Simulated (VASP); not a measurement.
# Y: surface energy and work function by face, part 4 of 5

Which face of Y is cheapest, and which holds its electrons hardest?

VASP 6.6.1; PBE; plane waves and PAW (Y_sv).

So far. Step 4 (Surface relaxation, 8 atoms, face Y(0001)): The run ended after 6 ionic steps, 0.009 eV below its first step, once the forces on the free atoms met EDIFFG = -0.03. Step 5 (Potential and states of the slab, 8 atoms, face Y(0001)): The vacuum level lies 3.19 eV above the Fermi level at the upper face; both faces agree, as the slab has next to no dipole.

## Step 6: Surface relaxation, 12 atoms, face Y(10-10)

System of this step: Y(10-10). The cell holds 12 atoms: 12 Y. Cell: a = 3.657 Å, b = 5.670 Å, c = 31.891 Å, α = 90.0°, β = 90.0°, γ = 90.0°. It derives from Y. 12 layers of hcp Y, cut at this functional's lattice. Vacuum lies along c.

INCAR reads:

```
SYSTEM = Y
PREC = Normal
ENCUT = 320
EDIFF = 1E-05
NELM = 120
ISMEAR = 1
SIGMA = 0.15
LREAL = .FALSE.
ALGO = Fast
GGA = PE
NBANDS = 81
LASPH = .TRUE.
LORBIT = 11
LWAVE = .FALSE.
LCHARG = .FALSE.
KPAR = 4
IBRION = 2
NSW = 40
ISIF = 2
EDIFFG = -0.03
POTIM = 0.4
MAXMIX = 40
```

POSCAR reads:

```
Y
1.0
    3.6570626610      0.0000000000      0.0000000000
    0.0000000000      5.6701218086      0.0000000000
    0.0000000000      0.0000000000     31.8912488942
Y
12
Direct
    0.0000000000      0.0000000000      0.2351742300
    0.5000000000      0.0000000000      0.3344839000
    0.5000000000      0.5000000000      0.2682774500
    0.0000000000      0.0000000000      0.4337935600
    0.0000000000      0.5000000000      0.3675871200
    0.5000000000      0.0000000000      0.5331032200
    0.5000000000      0.5000000000      0.4668967800
    0.0000000000      0.0000000000      0.6324128800
    0.0000000000      0.5000000000      0.5662064400
    0.5000000000      0.0000000000      0.7317225500
    0.5000000000      0.5000000000      0.6655161000
    0.0000000000      0.5000000000      0.7648257700
```

KPOINTS reads:

```
Automatic mesh
0
Gamma
8 6 1
0 0 0
```

The projector-augmented-wave data sets are Y_sv (PBE family, release 64).

The run is started by

```console
> mpirun -np 4 vasp_std
```

The program printed:

```text
[banner, memory and clock lines left out]
running    4 mpi-ranks, on    1 nodes
 distrk:  each k-point on    1 cores,    4 groups
 distr:  one band on    1 cores,    1 groups

 POSCAR found type information on POSCAR Y
 POSCAR found :  1 types and      12 ions
 LDA part: xc-table for (Slater+PW92), standard interpolation
 POSCAR, INCAR and KPOINTS ok, starting setup
 FFT: planning ... GRIDC
 FFT: planning ... GRID_SOFT
 FFT: planning ... GRID
 WAVECAR not read
 entering main loop
       N       E                     dE             d eps       ncg     rms          rms(c)
DAV:   1     0.639331526959E+03    0.63933E+03   -0.52942E+04  4152   0.105E+03
DAV:   2     0.166287705116E+02   -0.62270E+03   -0.60097E+03  3589   0.303E+02
DAV:   3    -0.641348278025E+02   -0.80764E+02   -0.78587E+02  5190   0.588E+01
DAV:   4    -0.789088142275E+02   -0.14774E+02   -0.14627E+02  5592   0.245E+01
DAV:   5    -0.806985474320E+02   -0.17897E+01   -0.17860E+01  4872   0.726E+00    0.881E+01
RMM:   6    -0.126042822368E+03   -0.45344E+02   -0.14069E+02  4057   0.139E+01    0.771E+01
RMM:   7    -0.118710943277E+03    0.73319E+01   -0.68405E+01  4176   0.117E+01    0.875E+01
RMM:   8    -0.747260306436E+02    0.43985E+02   -0.99662E+00  4135   0.598E+00    0.120E+01
RMM:   9    -0.767140409135E+02   -0.19880E+01   -0.60091E+00  4398   0.394E+00    0.275E+01
RMM:  10    -0.750456793171E+02    0.16684E+01   -0.26424E+00  4306   0.243E+00    0.107E+01
RMM:  11    -0.746181026611E+02    0.42758E+00   -0.53652E-01  4455   0.128E+00    0.537E+00
RMM:  12    -0.746013676357E+02    0.16735E-01   -0.31040E-01  4628   0.775E-01    0.503E+00
RMM:  13    -0.746458116687E+02   -0.44444E-01   -0.21037E-01  4227   0.943E-01    0.435E+00
RMM:  14    -0.745751939245E+02    0.70618E-01   -0.21497E-01  4246   0.876E-01    0.211E+00
RMM:  15    -0.745758535331E+02   -0.65961E-03   -0.78788E-02  4903   0.413E-01    0.122E+00
RMM:  16    -0.745811864157E+02   -0.53329E-02   -0.30098E-02  5237   0.257E-01    0.142E+00
RMM:  17    -0.745791165895E+02    0.20698E-02   -0.21398E-02  4965   0.162E-01    0.613E-01
RMM:  18    -0.745796137922E+02   -0.49720E-03   -0.13939E-02  5150   0.107E-01    0.231E-01
RMM:  19    -0.745805679674E+02   -0.95418E-03   -0.94813E-03  4653   0.756E-02    0.233E-01
RMM:  20    -0.745813363953E+02   -0.76843E-03   -0.78579E-03  4656   0.662E-02    0.256E-01
RMM:  21    -0.745817242234E+02   -0.38783E-03   -0.62575E-03  4537   0.547E-02    0.259E-01
WARNING in EDDRMM: call to ZHEGV failed, returncode =   8  4     41
RMM:  22    -0.745822592143E+02   -0.53499E-03   -0.51782E-03  3872   0.422E-02    0.257E-01
RMM:  23    -0.745826235263E+02   -0.36431E-03   -0.38551E-03  3535   0.356E-02    0.203E-01
RMM:  24    -0.745829362086E+02   -0.31268E-03   -0.33073E-03  3293   0.305E-02    0.199E-01
RMM:  25    -0.745831631699E+02   -0.22696E-03   -0.24784E-03  3294   0.277E-02    0.155E-01
RMM:  26    -0.745833941069E+02   -0.23094E-03   -0.20716E-03  3343   0.291E-02    0.867E-02
RMM:  27    -0.745835962442E+02   -0.20214E-03   -0.17461E-03  2841   0.210E-02    0.110E-01
RMM:  28    -0.745837484392E+02   -0.15219E-03   -0.13964E-03  2662   0.186E-02    0.770E-02
RMM:  29    -0.745838781051E+02   -0.12967E-03   -0.11901E-03  2401   0.155E-02    0.658E-02
RMM:  30    -0.745839840103E+02   -0.10591E-03   -0.97046E-04  2189   0.134E-02    0.648E-02
RMM:  31    -0.745840605862E+02   -0.76576E-04   -0.82805E-04  1678   0.108E-02    0.678E-02
RMM:  32    -0.745841391523E+02   -0.78566E-04   -0.68215E-04  2287   0.119E-02    0.499E-02
RMM:  33    -0.745841987174E+02   -0.59565E-04   -0.59318E-04  2154   0.106E-02    0.338E-02
RMM:  34    -0.745842471599E+02   -0.48442E-04   -0.48948E-04  1562   0.850E-03    0.362E-02
RMM:  35    -0.745842896203E+02   -0.42460E-04   -0.42966E-04  1388   0.756E-03    0.417E-02
RMM:  36    -0.745843247619E+02   -0.35142E-04   -0.36322E-04  1651   0.757E-03    0.371E-02
RMM:  37    -0.745843560841E+02   -0.31322E-04   -0.32024E-04  1457   0.686E-03    0.368E-02
RMM:  38    -0.745843822816E+02   -0.26198E-04   -0.27269E-04  1559   0.678E-03    0.335E-02
RMM:  39    -0.745844059372E+02   -0.23656E-04   -0.24273E-04  1326   0.612E-03    0.341E-02
RMM:  40    -0.745844267779E+02   -0.20841E-04   -0.20904E-04  1193   0.558E-03    0.393E-02
RMM:  41    -0.745844443255E+02   -0.17548E-04   -0.18603E-04  1335   0.560E-03    0.370E-02
RMM:  42    -0.745844599917E+02   -0.15666E-04   -0.16215E-04  1210   0.523E-03    0.380E-02
RMM:  43    -0.745844739438E+02   -0.13952E-04   -0.14406E-04  1142   0.501E-03    0.391E-02
RMM:  44    -0.745844863712E+02   -0.12427E-04   -0.12623E-04  1090   0.479E-03    0.414E-02
RMM:  45    -0.745844974648E+02   -0.11094E-04   -0.11358E-04  1076   0.461E-03    0.433E-02
RMM:  46    -0.745845030839E+02   -0.56191E-05   -0.99904E-05  1572   0.550E-03
   1 F= -.74584503E+02 E0= -.74590410E+02  d E =-.745845E+02
 curvature:   0.00 expect dE= 0.000E+00 dE for cont linesearch  0.000E+00
 trial: gam= 0.00000 g(F)=  0.246E-01 g(S)=  0.000E+00 ort = 0.000E+00 (trialstep = 0.100E+01)
 search vector abs. value=  0.246E-01
 bond charge predicted
       N       E                     dE             d eps       ncg     rms          rms(c)
DAV:   1    -0.745935824884E+02   -0.90850E-02   -0.24087E+00  4104   0.601E+00    0.590E-01
RMM:   2    -0.746023880345E+02   -0.88055E-02   -0.13936E-01  3678   0.113E+00    0.534E-01
RMM:   3    -0.746105860624E+02   -0.81980E-02   -0.35013E-02  4478   0.492E-01    0.181E+00
RMM:   4    -0.746095861256E+02    0.99994E-03   -0.34634E-02  4825   0.375E-01    0.652E-01
RMM:   5    -0.746117100445E+02   -0.21239E-02   -0.14983E-02  5187   0.214E-01    0.924E-01
RMM:   6    -0.746113197133E+02    0.39033E-03   -0.36528E-03  5175   0.127E-01    0.119E+00
RMM:   7    -0.746073983466E+02    0.39214E-02   -0.57424E-03  5035   0.137E-01    0.323E-01
RMM:   8    -0.746071734271E+02    0.22492E-03   -0.37619E-03  4964   0.887E-02    0.119E-01
WARNING in EDDRMM: call to ZHEGV failed, returncode =   6  3     33
RMM:   9    -0.746072754074E+02   -0.10198E-03   -0.10071E-03  4823   0.518E-02    0.160E-01
RMM:  10    -0.746075310257E+02   -0.25562E-03   -0.15474E-03  4805   0.553E-02    0.401E-01
RMM:  11    -0.746076956756E+02   -0.16465E-03   -0.15781E-03  4754   0.514E-02    0.593E-01
RMM:  12    -0.746087257751E+02   -0.10301E-02   -0.18166E-03  4584   0.554E-02    0.963E-01
RMM:  13    -0.746095572526E+02   -0.83148E-03   -0.15090E-03  3977   0.413E-02    0.118E+00
RMM:  14    -0.746096116462E+02   -0.54394E-04   -0.40178E-04  3254   0.223E-02    0.119E+00
RMM:  15    -0.746093337824E+02    0.27786E-03   -0.11864E-04  2863   0.142E-02    0.114E+00
RMM:  16    -0.746088844510E+02    0.44933E-03   -0.79126E-05  3049   0.158E-02    0.105E+00
RMM:  17    -0.746087866605E+02    0.97791E-04   -0.24400E-05  2159   0.846E-03    0.104E+00
RMM:  18    -0.746085909346E+02    0.19573E-03   -0.46731E-05  2836   0.134E-02    0.101E+00
WARNING in EDDRMM: call to ZHEGV failed, returncode =   6  3     52
RMM:  19    -0.746085190238E+02    0.71911E-04   -0.25193E-05  2204   0.937E-03    0.965E-01
RMM:  20    -0.746087365833E+02   -0.21756E-03   -0.25519E-05  2092   0.748E-03    0.990E-01
RMM:  21    -0.746079930165E+02    0.74357E-03   -0.35516E-04  3410   0.297E-02    0.718E-01
RMM:  22    -0.746077008322E+02    0.29218E-03   -0.33883E-04  3281   0.214E-02    0.578E-01
RMM:  23    -0.746074826704E+02    0.21816E-03   -0.34848E-04  3292   0.211E-02    0.426E-01
WARNING in EDDRMM: call to ZHEGV failed, returncode =   8  4     67
RMM:  24    -0.746074071013E+02    0.75569E-04   -0.23981E-04  3036   0.167E-02    0.326E-01
RMM:  25    -0.746073407702E+02    0.66331E-04   -0.19710E-04  3045   0.155E-02    0.244E-01
RMM:  26    -0.746072263105E+02    0.11446E-03   -0.69068E-04  3463   0.326E-02    0.434E-02
RMM:  27    -0.746072570763E+02   -0.30766E-04   -0.35583E-04  2949   0.181E-02    0.763E-02
RMM:  28    -0.746072641059E+02   -0.70296E-05   -0.88196E-05  2455   0.106E-02
   2 F= -.74607264E+02 E0= -.74612861E+02  d E =-.227610E-01
[...]
WARNING in EDDRMM: call to ZHEGV failed, returncode =   6  3     61
[... from here on, the cycles between the ionic steps are left out ...]
   3 F= -.74651530E+02 E0= -.74655590E+02  d E =-.670266E-01
[...]
WARNING in EDDRMM: call to ZHEGV failed, returncode =   8  4     57
[...]
WARNING in EDDRMM: call to ZHEGV failed, returncode =   8  4     58
   4 F= -.74622404E+02 E0= -.74623158E+02  d E =-.379007E-01
[...]
WARNING in EDDRMM: call to ZHEGV failed, returncode =   6  3     51
[...]
WARNING in EDDRMM: call to ZHEGV failed, returncode =   6  3     69
   5 F= -.74660017E+02 E0= -.74662934E+02  d E =-.755140E-01
   6 F= -.74660053E+02 E0= -.74662903E+02  d E =-.755503E-01
[...]
WARNING in EDDRMM: call to ZHEGV failed, returncode =   6  3     52
[...]
WARNING in EDDRMM: call to ZHEGV failed, returncode =   6  3     56
   7 F= -.74661921E+02 E0= -.74664646E+02  d E =-.186728E-02
[...]
WARNING in EDDRMM: call to ZHEGV failed, returncode =   6  3     32
   8 F= -.74664293E+02 E0= -.74666688E+02  d E =-.423909E-02
 curvature:  -4.21 expect dE=-0.931E-03 dE for cont linesearch -0.237E-06
 trial: gam= 0.17587 g(F)=  0.221E-03 g(S)=  0.000E+00 ort = 0.793E-05 (trialstep = 0.320E+01)
 search vector abs. value=  0.258E-03
 bond charge predicted
       N       E                     dE             d eps       ncg     rms          rms(c)
DAV:   1    -0.746636593897E+02    0.62437E-03   -0.24155E-01  3876   0.190E+00    0.143E-01
RMM:   2    -0.746648587881E+02   -0.11994E-02   -0.12665E-02  3951   0.336E-01    0.163E-01
RMM:   3    -0.746649060473E+02   -0.47259E-04   -0.16000E-03  4705   0.120E-01    0.115E-01
WARNING in EDDRMM: call to ZHEGV failed, returncode =   6  3     55
RMM:   4    -0.746648889059E+02    0.17141E-04   -0.48146E-04  5075   0.650E-02    0.818E-02
RMM:   5    -0.746648870419E+02    0.18640E-05   -0.26629E-04  4869   0.428E-02    0.379E-02
RMM:   6    -0.746648963600E+02   -0.93181E-05   -0.10940E-04  4052   0.250E-02    0.273E-02
RMM:   7    -0.746648931607E+02    0.31992E-05   -0.56018E-05  3467   0.180E-02
   9 F= -.74664893E+02 E0= -.74667314E+02  d E =-.600635E-03
 ZBRENT: can't locate minimum, use default step
 trial-energy change:   -0.000601  1 .order   -0.000623   -0.000711   -0.000535
 step:  12.7906(harm= 12.9265)  dis= 0.01857  next Energy=   -74.665730 (dE=-0.144E-02)
 reached required accuracy - stopping structural energy minimisation
```

The job ended after 11 min (4 MPI ranks of Intel Xeon 6975P-C (Granite Rapids), shared host; peak memory 2 GiB).

Parts of OUTCAR (step 6):

```text
   k-points           NKPTS =     20   k-points in BZ     NKDIM =     20   number of bands    NBANDS=     81

   ENCUT  =  320.0 eV  23.52 Ry    4.85 a.u.   5.33  8.27 46.52*2*pi/ulx,y,z

   NELECT =     132.0000    total number of electrons

 E-fermi :   0.5250

 k-point     1 :       0.0000    0.0000    0.0000
  band No.  band energies     occupation
    ...
     61      -0.1564      2.00000
     62       0.0746      2.00018
     63       0.4042      1.98276
     64       0.4343      1.84433
     65       0.5117      1.14878
     66       0.5963      0.28699
     67       0.8399     -0.01145
     68       0.9298     -0.00091
     69       1.1789     -0.00000
     70       1.2846     -0.00000
    ...

  Total       -1.4236666     -2.8907487     -1.2073479      0.0000000      0.0000000      0.0000000
  in kB       -3.4492332     -7.0036527     -2.9251402      0.0000000      0.0000000      0.0000000
  external PRESSURE =      -4.4593420 kB  Pullay stress =       0.0000000 kB

 POSITION                                       TOTAL-FORCE (eV/Angst)
 -----------------------------------------------------------------------------------
      0.00000      0.00000      7.56124         0.000000      0.000000      0.027765
      1.82853      0.00000     10.58750         0.000000      0.000000      0.014795
      1.82853      2.83506      8.65019         0.000000      0.000000      0.004492
      0.00000      0.00000     13.82902         0.000000      0.000000      0.011630
      0.00000      2.83506     11.68613         0.000000      0.000000      0.025147
      1.82853      0.00000     16.99613         0.000000      0.000000     -0.004198
      1.82853      2.83506     14.89511         0.000000      0.000000      0.004198
      0.00000      0.00000     20.20512         0.000000      0.000000     -0.025147
      0.00000      2.83506     18.06223         0.000000      0.000000     -0.011630
      1.82853      0.00000     23.24106         0.000000      0.000000     -0.004492
      1.82853      2.83506     21.30375         0.000000      0.000000     -0.014795
      0.00000      2.83506     24.33001         0.000000      0.000000     -0.027765
 -----------------------------------------------------------------------------------
    total drift:                                0.000000      0.000000      0.000000

  FREE ENERGIE OF THE ION-ELECTRON SYSTEM (eV)
  ---------------------------------------------------
  free  energy   TOTEN  =       -74.6648931607 eV

  energy  without entropy=      -74.6721565444  energy(sigma->0) =      -74.66731429

[... 1 part as in an earlier step ...]

[... 15 further parts left out ...]
```

The run keeps the 8 symmetry operations of its start, so it cannot find a distortion of lower symmetry.

Step by step:

```tsv
step	energy less that of the first step (eV)	largest force (eV/Å)
1	0.0000	0.4008
2	-0.0228	0.3303
3	-0.0670	0.1484
4	-0.0379	0.3893
5	-0.0755	0.0749
6	-0.0756	0.0779
7	-0.0774	0.0576
8	-0.0798	0.0384
9	-0.0804	0.0278
```

The atoms that moved most (Å):

```tsv
atom	dx	dy	dz	length
Y3	0.000	0.000	0.094	0.094
Y10	0.000	0.000	-0.094	0.094
Y2	0.000	0.000	-0.080	0.080
Y11	0.000	0.000	0.080	0.080
Y12	0.000	0.000	-0.061	0.061
Y1	0.000	0.000	0.061	0.061
Y5	0.000	0.000	-0.037	0.037
Y8	0.000	0.000	0.037	0.037
```

Final coordinates:

```xyz
12
Lattice="3.6571 0.0000 0.0000 0.0000 5.6701 0.0000 0.0000 0.0000 31.8912" Properties=species:S:1:pos:R:3
Y     0.0000    0.0000    7.5612
Y     1.8285    0.0000   10.5875
Y     1.8285    2.8351    8.6502
Y     0.0000    0.0000   13.8290
Y     0.0000    2.8351   11.6861
Y     1.8285    0.0000   16.9961
Y     1.8285    2.8351   14.8951
Y     0.0000    0.0000   20.2051
Y     0.0000    2.8351   18.0622
Y     1.8285    0.0000   23.2411
Y     1.8285    2.8351   21.3038
Y     0.0000    2.8351   24.3300
```

Numbers from this step:

```
electronic cycles       : 155
electrons               : 132
free energy (TOTEN)     : -74.6649 eV
energy at zero smearing : -74.6673 eV
Fermi energy            : 0.525 eV
```

The run ended after 9 ionic steps, 0.080 eV below its first step, once the forces on the free atoms met EDIFFG = -0.03.

(Continued in part 5 of 5.)

[Lines on the potential files, build, host, timing and source positions are cut from VASP's logs without a mark.]

[Logs are printed without paths, hosts, clocks, repeated set-up lines and the standing remarks that a program may print on its own settings, such as how far it seeks lower states.]

[Hosts, paths, dates, database ids (printed as entryN), source tags and the programs' standing remarks are cut or masked in the printed files.]

[Runs that stopped without an error message from VASP are left out.]
